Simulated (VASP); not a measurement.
Runs of VASP 6.6.1 on TiN. It takes space group Fm-3m (No. 225, cubic). The conventional cell has a = 4.206 Å, b = 4.206 Å, c = 4.206 Å, α = 90.00°, β = 90.00°, γ = 90.00°. Ti (site symmetry m-3m) is surrounded by 6 N at 2.10 Å. N (site symmetry m-3m) has 6 Ti at 2.10 Å as nearest neighbours. The cell is a database's computed one.

```tsv
level	potentials or basis	k mesh	cutoff (eV)	smearing	gap on the mesh (eV)	pressure (GPa)
PBEsol	VASP PAW PBE potentials, release 64 (Ti_sv, N_h)	18 × 18 × 18	900	gaussian 0.1 eV	none	-0.2
PBEsol	VASP PAW PBE potentials, release 64 (Ti_sv, N)	18 × 18 × 18	700	gaussian 0.1 eV	none	(b)
PBEsol	VASP PAW PBE potentials, release 64 (Ti_sv, N)	18 × 18 × 18	520	gaussian 0.5 eV	none	0.6
r2SCAN	VASP PAW PBE potentials, release 64 (Ti_sv, N)	18 × 18 × 18	520	gaussian 0.1 eV	none	(a)
PBEsol	VASP PAW PBE potentials, release 64 (Ti_sv, N)	26 × 26 × 26	520	gaussian 0.1 eV	none	0.0
```

Alike in all rows: task single point; no spin polarisation; cell as given.

Problem. Estimate the missing entries.

Solution. (a) 7.4; (b) -0.1.

Caveats: the PAW data sets were made with another functional, which shifts forces and pressure a little; the cutoff is under 1.25 times the usual one of these potentials, so pressure, stress and relaxed cells hold a basis-set (Pulay) error (some runs).

A k mesh can miss the band edges.

A gap of «none» marks a metal or a gap under the smearing width.

Not every run made on this cell is shown here.
